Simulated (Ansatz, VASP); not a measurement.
**Zr4Se (Zr(0001), 4 layers, one monolayer of Se on hcp sites) in two plane-wave programs**

Aim: how closely do two programs agree when they are given the same cell, functional and k mesh? Of the first pair: The structure shown is the start of the Ansatz relaxation below; VASP solves that cell, so the two are compared at the walk's first step.

Method: plane waves, with VASP 6.6.1 beside it; PBE, in Ansatz 0.2.0.

## (1) Set-up

The cell holds 5 atoms: 4 Zr and 1 Se. Its edges and angles: a = 3.230 Å, b = 3.230 Å, c = 26.718 Å, α = 90.0°, β = 90.0°, γ = 60.0°. Vacuum lies along c.

Structure file:

```cif
data_structure
_symmetry_space_group_name_H-M 'P 1'
_symmetry_Int_Tables_number 1
_cell_length_a 3.2300
_cell_length_b 3.2300
_cell_length_c 26.7181
_cell_angle_alpha 90.000
_cell_angle_beta 90.000
_cell_angle_gamma 60.000
_cell_volume 241.40
loop_
_atom_site_label
_atom_site_type_symbol
_atom_site_fract_x
_atom_site_fract_y
_atom_site_fract_z
_atom_site_occupancy
Zr1 Zr 0.66667 0.66667 0.31065 1
Zr2 Zr 0.00000 0.00000 0.40694 1
Zr3 Zr 0.66667 0.66667 0.50323 1
Zr4 Zr 0.00000 0.00000 0.59952 1
Se5 Se 0.66667 0.66667 0.68507 1
```

## (2) Ansatz: relaxation, PBE

Ansatz runs on its default PAW (the set named soft_2) files.

The two programs are compared at the cell with which this relaxation starts, whose forces are those of its first step.

input.yaml reads:

```yaml
crystal:
  lattice:
    - [3.23, 0.0, 0.0]
    - [1.615, 2.7972620542, 0.0]
    - [0.0, 0.0, 26.718085]
  atoms:
    - { symbol: Zr, position: [0.6666666667, 0.6666666667, 0.3106510066] }
    - { symbol: Zr, position: [0.0, 0.0, 0.4069414032] }
    - { symbol: Zr, position: [0.6666666667, 0.6666666667, 0.5032317997] }
    - { symbol: Zr, position: [0.0, 0.0, 0.5995221963] }
    - { symbol: Se, position: [0.6666666667, 0.6666666667, 0.6850746124] }
kpoints:
  mp_grid: { grid: [12, 12, 1] }
hamiltonian:
  xc: pbe
scf:
  occupations: { method: fermi_dirac, width: 0.1 }
  convergence: { dr2_threshold: 1.0e-08 }
efield:
  axis: 3
  dipole_correction: true
  ramp_position: 0.97
  ramp_width: 0.04
relax:
  f_tol: 0.01
  constraints: [{ sites: [0, 1] }]
output:
  write_potential: true
  write_density: true
  volumetric_format: npy
```

Started as:

```
$ ansatz run input.yaml --threads 4 --pin off --max-ram 8192MiB --backend cpu --events-out ev --progress --plain --runs-dir out
```

Numbers of over 12 decimals in the logs are rounded to 6 here.

Output:

```text
Engine: ansatz 0.2.0, aarch64-unknown-linux-gnu
Pseudopotentials: kind: paw
Pseudopotential: Zr, paw, valence charge 12, recommended cutoff 420 eV (normal), Zr.paw.azcp
Pseudopotential: Se, paw, valence charge 16, recommended cutoff 420 eV (normal), Se.paw.azcp
Functional definition: PBE
  parameter kappa = 0.804
  parameter beta = 0.066725
  exchange = pbe_x(kappa = kappa, mu = beta*pi^2/3)
  correlation = pbe_c(beta = beta)
Crystal: 5 atoms, lattice volume = 241.402 Å³
Basis set: ecut = 420 eV, 4805 PW (Γ), exchange–correlation on 48×48×360 points (8 copies of the dense FFT grid, shifted against one another)
Bands: 39, of which v1, the nominal top of the filled ones, is band 32 counted from 1 (31 counted from 0)
Symmetry: 6 space group operations
Space group: P3m1 (ITA 156), of the structure as read, at distance tolerance 6.2e-5 Å
k-points: 19 of 144 (time reversal used)
Non-local potential: Zr, projectors of the file, l = 0: 3, l = 1: 2, l = 2: 2, l = 3: 2
Non-local potential: Se, projectors of the file, l = 0: 2, l = 1: 2, l = 2: 3, l = 3: 1
PAW form: soft (Blöchl's): semilocal exchange-correlation on the pseudo side does not see the compensation charge
PAW one-centre angular grid: Zr, 590 points (default); XC on 64 Gauss nodes
PAW one-centre angular grid: Se, 590 points (default); XC on 64 Gauss nodes
Initial density: superposition of atomic densities (neutral atoms: chi_scale 0, normalization atom), corrected by the library's trained network
Initial wavefunctions: pseudopotential atomic-orbital guess
Functional: x = pbe(κ = 0.804, μ = 0.219515), c = pbe(β = 0.066725)
SCF iter   1: F=—  HF=-22204.458632 eV  |F-HF|=—  |Δ(HF+E_count)|=         —  Δρ=7.85e-3  dr2=6.91e0  ethr=1.77e-3  p=-0.059 e·Å  D=-4.45e-2 V/Å  ΔV_dip=1.19 eV  dr2_dipole=3.48e0  V_vac-E_F(+/−)=5.17/3.98 eV  ⟨swp⟩=7.4  Hψ=3192  notcnv=0
efield: sawtooth ramp at fractional position 0.9700 (set: `efield.ramp_position`, or a place that a band, a saddle search or an elastic batch's reference lends), width 0.0400; the density the first Hamiltonian is built on has a dipole p = -0.059 e·Å; the dipole correction subtracts the counter field D = -4.45e-2 V/Å, which shifts the + side's vacuum level by +1.19 eV against the − side's; the planar-averaged density in the ramp window peaks in size at 3.5e-5 e/Å³
preconditioner: auto → LDOS  [metal: Δε(μ)=0.014 eV  Ē_g=3.848 eV  σ=0.100 eV  W_gap=0.03  n_scr=18 (ndim 8)  ℏωp=11.2 eV  f_vac=0.478  D(μ)=6.65/eV (n_scr^D=18)  β→1.0]
SCF iter   2: F=—  HF=-22204.378269 eV  |F-HF|=—  |Δ(HF+E_count)|=   8.04e-2  Δρ=1.84e-3  dr2=2.59e-2  ethr=1.77e-3  p=-0.058 e·Å  D=-4.38e-2 V/Å  ΔV_dip=1.17 eV  dr2_dipole=7.37e-3  V_vac-E_F(+/−)=5.34/4.17 eV  ⟨swp⟩=1.8  Hψ=913  notcnv=0
SCF iter   3: F=—  HF=-22204.378631 eV  |F-HF|=—  |Δ(HF+E_count)|=   3.62e-4  Δρ=1.05e-3  dr2=1.31e-2  ethr=4.05e-5  p=-0.046 e·Å  D=-3.46e-2 V/Å  ΔV_dip=0.93 eV  dr2_dipole=4.40e-4  V_vac-E_F(+/−)=5.12/4.20 eV  ⟨swp⟩=2.1  Hψ=1184  notcnv=0
SCF iter   4: F=—  HF=-22204.377161 eV  |F-HF|=—  |Δ(HF+E_count)|=   1.47e-3  Δρ=2.86e-4  dr2=6.83e-4  ethr=2.04e-5  p=-0.052 e·Å  D=-3.91e-2 V/Å  ΔV_dip=1.04 eV  dr2_dipole=2.70e-4  V_vac-E_F(+/−)=5.23/4.19 eV  ⟨swp⟩=2.1  Hψ=990  notcnv=0
SCF iter   5: F=—  HF=-22204.377098 eV  |F-HF|=—  |Δ(HF+E_count)|=   6.30e-5  Δρ=8.26e-5  dr2=3.67e-5  ethr=1.07e-6  p=-0.051 e·Å  D=-3.80e-2 V/Å  ΔV_dip=1.02 eV  dr2_dipole=2.92e-7  V_vac-E_F(+/−)=5.21/4.19 eV  ⟨swp⟩=2.9  Hψ=1073  notcnv=0
SCF iter   6: F=—  HF=-22204.377123 eV  |F-HF|=—  |Δ(HF+E_count)|=   2.56e-5  Δρ=2.59e-5  dr2=2.64e-6  ethr=5.74e-8  p=-0.051 e·Å  D=-3.81e-2 V/Å  ΔV_dip=1.02 eV  dr2_dipole=9.85e-8  V_vac-E_F(+/−)=5.21/4.19 eV  ⟨swp⟩=2.2  Hψ=1080  notcnv=0
SCF iter   7: F=—  HF=-22204.376987 eV  |F-HF|=—  |Δ(HF+E_count)|=   1.36e-4  Δρ=8.00e-6  dr2=3.57e-7  ethr=4.13e-9  p=-0.051 e·Å  D=-3.81e-2 V/Å  ΔV_dip=1.02 eV  dr2_dipole=2.55e-8  V_vac-E_F(+/−)=5.21/4.19 eV  ⟨swp⟩=2.1  Hψ=1201  notcnv=0
SCF iter   8: F=—  HF=-22204.376988 eV  |F-HF|=—  |Δ(HF+E_count)|=   2.87e-7  Δρ=2.62e-6  dr2=5.63e-8  ethr=5.58e-10  p=-0.051 e·Å  D=-3.81e-2 V/Å  ΔV_dip=1.02 eV  dr2_dipole=1.59e-8  V_vac-E_F(+/−)=5.21/4.19 eV  ⟨swp⟩=2.3  Hψ=1049  notcnv=0
SCF iter   9: F=-22204.376988 eV  HF=-22204.376988 eV  |F-HF|=4.18e-9  |Δ(HF+E_count)|=   7.01e-8  Δρ=8.87e-7  dr2=5.43e-9  ethr=1.56e-11  p=-0.051 e·Å  D=-3.81e-2 V/Å  ΔV_dip=1.02 eV  dr2_dipole=4.84e-10  V_vac-E_F(+/−)=5.21/4.19 eV  ⟨swp⟩=9.3  Hψ=5057  notcnv=0
SCF 1 converged in 9 iterations: F = -22204.376988 eV  dr2 = 5.43e-9
  greatest PAW one-centre occupation: 1.000 electrons in one spin orbital (limit 2), on the Se atom at site 4 (counted from 0), in its partial waves of l = 2
relax step   1: F+E_penalty+E_count = -22204.37698784 eV  Δ(F+E_penalty+E_count) = +0.000e0 eV  max|allowed force component| = 1.446e0 eV/Å  Δτ_max = 0.0000 Å  (9 SCF iters, accepted)
[...]
relax step   3: F+E_penalty+E_count = -22204.63155775 eV  Δ(F+E_penalty+E_count) = -7.911e-3 eV  max|allowed force component| = 1.355e-1 eV/Å  Δτ_max = 0.1032 Å  (8 SCF iters, accepted)
[...]
relax step   4: F+E_penalty+E_count = -22204.63413716 eV  Δ(F+E_penalty+E_count) = -2.579e-3 eV  max|allowed force component| = 5.307e-3 eV/Å  Δτ_max = 0.0346 Å  (8 SCF iters, accepted)
NSCF: frozen V_eff on 19 k-points
the band table was solved once a step of the walk had ended and its energy, with any forces and stress, was formed, with the checks that follow a solve (3089 applications of the Hamiltonian). They found nothing against the state; the energy, forces and stress were not computed again (output.eigenvalues in the input reference)
SCF converged after 8 iterations
Free energy (F): -22204.634137 eV
Harris-Foulkes:  -22204.634137 eV  (|F-HF|=1.33e-9)
Internal energy: -22204.414697 eV  (E = F + TS)
E sigma→0 (E₀):  -22204.524417 eV
Entropy (-TS):   -0.219441 eV (-43.888 meV/atom)
Fermi energy:    3.729747 eV
Dipole field:    D = -0.047140 V/Å  (p = -0.062888 e·Å, saw-weighted, corrected)
Work function:   Φ+ = 5.4550 eV   Φ− = 4.1956 eV
Levels:          The Fermi level and band energies are counted from a zero that moves with the ramp; work functions are not
--- Per-component energies (eV) ---
  E_band       = -1323.696463
  E_kinetic    = 1448.567423
  E_local      = -57139.408669  (includes V_loc(G=0)·N_el)
  E_nonlocal   = -273.195858
  E_hartree    = 27801.017635
  E_xc         = -749.384851
  E_vxc        = -859.913652  (∫ρ·V_xc dr)
  E_paw        = -13727.892903  (= ΣΔE_a)
  E_vpaw       = -103.509972  (= ΣTr[D̂ρ^β])
  E_aug_tail   = -0.000506  (compensation charges beyond the density's cutoff)
  E_efield     = 0.001482  (sawtooth field / dipole correction)
  E_vefield    = 1.730214  (∫n·V_field dr)
  E_ewald      = 20435.881550
  E_smearing   = -0.219441  (= −TS)
  E_closure    = -0.000000  (closes the sum)
  Σ components = -22204.634137   (vs F -22204.634137, Δ=0.00e0)
--- Forces (eV/Å), atoms counted from 1 ---
  atom   1  Zr     0.00000000    -0.00000000     0.44391449
  atom   2  Zr    -0.00000000     0.00000000    -0.45186894
  atom   3  Zr     0.00000000    -0.00000000     0.00376600
  atom   4  Zr    -0.00000000     0.00000000    -0.00113951
  atom   5  Se    -0.00000000     0.00000000     0.00530664
  max |Σ_I F_I| component: 2.13e-5 eV/Å
--- Band table (eV; the first three rows and the last of 19) ---
  k-point 0: bands = [... 28 lower, 3.9368, 3.9368, 4.1347, 4.3652, 4.6089, 4.6089, 4.6187, 4.7199, ... 3 higher]
  k-point 1: bands = [... 28 lower, 3.6764, 3.9702, 4.0909, 4.1539, 4.3326, 4.5836, 4.7099, 4.7659, ... 3 higher]
  k-point 2: bands = [... 28 lower, 3.3368, 3.5918, 3.8490, 3.9328, 4.0674, 4.2004, 4.6209, 4.7463, ... 3 higher]
  k-point 18: bands = [... 28 lower, 2.5101, 2.7331, 2.9880, 3.3706, 3.7895, 3.8691, 3.9264, 4.0160, ... 3 higher]
--- Relaxed structure (4 steps of the walk, 4 accepted, 0 SCFs on fresh bases) ---
  F+E_penalty+E_count = -22204.63413716 eV   max|allowed force component| = 5.307e-3 eV/Å
  atoms:
    - { symbol: Zr, position: [0.666667, 0.666667, 0.3106510066] }
    - { symbol: Zr, position: [-2.22044604937956e-17, -2.2204460493795597e-17, 0.406941] }
    - { symbol: Zr, position: [0.666667, 0.666667, 0.505839] }
    - { symbol: Zr, position: [-1.8685695856089505e-17, -2.2204460493795613e-17, 0.602396] }
    - { symbol: Se, position: [0.666667, 0.666667, 0.676342] }
```

## (3) VASP: single point, PBE, start cell, pair 1

The same cell, functional, mesh and smearing now go to VASP, with its own data sets.

Lines of VASP's logs that name or quote its potential files are left out, and so is its time.

INCAR reads:

```
SYSTEM = Zr4Se
PREC = Accurate
ENCUT = 400
EDIFF = 1E-06
NELM = 120
ISMEAR = -1
SIGMA = 0.1
LREAL = .FALSE.
ALGO = Normal
GGA = PE
NBANDS = 33
LASPH = .TRUE.
LORBIT = 11
LWAVE = .FALSE.
LCHARG = .FALSE.
ISIF = 2
LDIPOL = .TRUE.
IDIPOL = 3
DIPOL = 0.5 0.5 0.502
LVHAR = .TRUE.
GGA_COMPAT = .FALSE.
NELMDL = -8
KPAR = 2
```

POSCAR reads:

```
Zr4Se
1.0
    3.2300000000      0.0000000000      0.0000000000
    1.6150000000      2.7972620542      0.0000000000
    0.0000000000      0.0000000000     26.7180850000
Zr Se
4 1
Direct
    0.6666667327      0.6666665346      0.3106510066
    0.0000000660      0.9999998679      0.4069414032
    0.6666667327      0.6666665346      0.5032317997
    0.0000000660      0.9999998679      0.5995221963
    0.6666667327      0.6666665346      0.6850746227
```

KPOINTS reads:

```
Automatic mesh
0
Gamma
12 12 1
0 0 0
```

The projector-augmented-wave data sets are Zr_sv and Se (PBE family, release 64).

Started as:

```
$ mpirun -np 2 vasp_std
```

Output:

```text
[banner, memory and clock lines left out]
running    2 mpi-ranks, on    1 nodes
 distrk:  each k-point on    1 cores,    2 groups
 distr:  one band on    1 cores,    1 groups

 POSCAR found type information on POSCAR ZrSe
 POSCAR found :  2 types and       5 ions
 LDA part: xc-table for (Slater+PW92), standard interpolation
 POSCAR, INCAR and KPOINTS ok, starting setup
 FFT: planning ... GRIDC
 FFT: planning ... GRID_SOFT
 FFT: planning ... GRID
 WAVECAR not read
 entering main loop
       N       E                     dE             d eps       ncg     rms          rms(c)
DAV:   1     0.433481569235E+03    0.43348E+03   -0.25393E+04  1598   0.120E+03
DAV:   2     0.603779207795E+01   -0.42744E+03   -0.42034E+03  1495   0.373E+02
DAV:   3    -0.357183422921E+02   -0.41756E+02   -0.41133E+02  2051   0.758E+01
DAV:   4    -0.398850367497E+02   -0.41667E+01   -0.41410E+01  2012   0.250E+01
DAV:   5    -0.402218158136E+02   -0.33678E+00   -0.33645E+00  1939   0.545E+00
DAV:   6    -0.402259166749E+02   -0.41009E-02   -0.40950E-02  1884   0.749E-01
DAV:   7    -0.402261155918E+02   -0.19892E-03   -0.19853E-03  1698   0.135E-01
DAV:   8    -0.402261244808E+02   -0.88890E-05   -0.88594E-05  1700   0.266E-02    0.203E+01
DAV:   9    -0.702974402328E+02   -0.30071E+02   -0.29152E+02  1878   0.402E+01    0.222E+01
DAV:  10    -0.696914863343E+02    0.60595E+00   -0.97260E+02  1855   0.424E+01    0.196E+01
DAV:  11    -0.436428923389E+02    0.26049E+02   -0.20423E+02  1732   0.317E+01    0.105E+01
DAV:  12    -0.389758329676E+02    0.46671E+01   -0.30365E+01  1730   0.133E+01    0.639E+00
DAV:  13    -0.380697667928E+02    0.90607E+00   -0.49859E+00  1867   0.529E+00    0.454E+00
DAV:  14    -0.381128130705E+02   -0.43046E-01   -0.10572E+00  1746   0.351E+00    0.397E+00
[...]
DAV:  30    -0.375454528912E+02   -0.64042E-05   -0.11291E-05  1300   0.165E-02    0.687E-03
DAV:  31    -0.375454678651E+02   -0.14974E-04   -0.10846E-05  1340   0.179E-02    0.794E-03
DAV:  32    -0.375454743615E+02   -0.64964E-05   -0.13483E-06   835   0.684E-03    0.528E-03
DAV:  33    -0.375454810447E+02   -0.66832E-05   -0.75429E-07   807   0.389E-03    0.335E-03
DAV:  34    -0.375454841211E+02   -0.30764E-05   -0.88990E-07   772   0.436E-03    0.107E-03
DAV:  35    -0.375454872853E+02   -0.31642E-05   -0.22399E-07   779   0.184E-03    0.870E-04
DAV:  36    -0.375454883106E+02   -0.10252E-05   -0.12538E-07   723   0.135E-03    0.539E-04
DAV:  37    -0.375454892053E+02   -0.89478E-06   -0.94829E-08   755   0.965E-04
   1 F= -.37545489E+02 E0= -.37440562E+02  d E =-.209855E+00
```

(Continued in part 2 of 2.)

[Lines on the potential files, build, host, timing and source positions are cut from VASP's logs without a mark.]

[Logs are printed without paths, hosts, clocks, repeated set-up lines and the standing remarks that a program may print on its own settings, such as how far it seeks lower states.]

[Hosts, paths, dates, database ids (printed as entryN), source tags and the programs' standing remarks are cut or masked in the printed files.]
